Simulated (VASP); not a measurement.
Crystal: Ca2C.

```
C Ca
1.0
    -0.04710    3.11558    3.11558
     3.11558   -0.04710    3.11558
     3.11558    3.11558   -0.04710
C Ca
1 2
Direct
  0.00000 0.00000 0.00000
  0.25000 0.25000 0.25000
  0.75000 0.75000 0.75000
```

The cell was built by a generator and needn't be a form met in nature.

The cell isn't the ideal one: epitaxial_111 strain +1.1%.

Base run:

* Program: VASP 6.6.1
* Functional: PBE
* Potentials or basis: VASP PAW PBE potentials, release 64 (C, Ca_sv)
* Cutoff: 520 eV
* k mesh: 8 × 8 × 8
* Occupations: fermi-dirac, width 0.02 eV
* Spin: no spin polarisation

Its results: band gap on the k mesh 0.19 eV, direct; pressure 0.4 GPa; largest force 0.008 eV/Å.

The run is repeated on the same cell with these changes: functional from PBE to r2SCAN; occupations from fermi-dirac, width 0.02 eV to gaussian, width 0.01 eV. What comes out?

Band gap on the k mesh 0.39 eV, direct; pressure -0.2 GPa; largest force 0.011 eV/Å.

Caveats: the PAW data sets were made with another functional, which shifts forces and pressure a little (some runs).

A k mesh can miss the band edges.
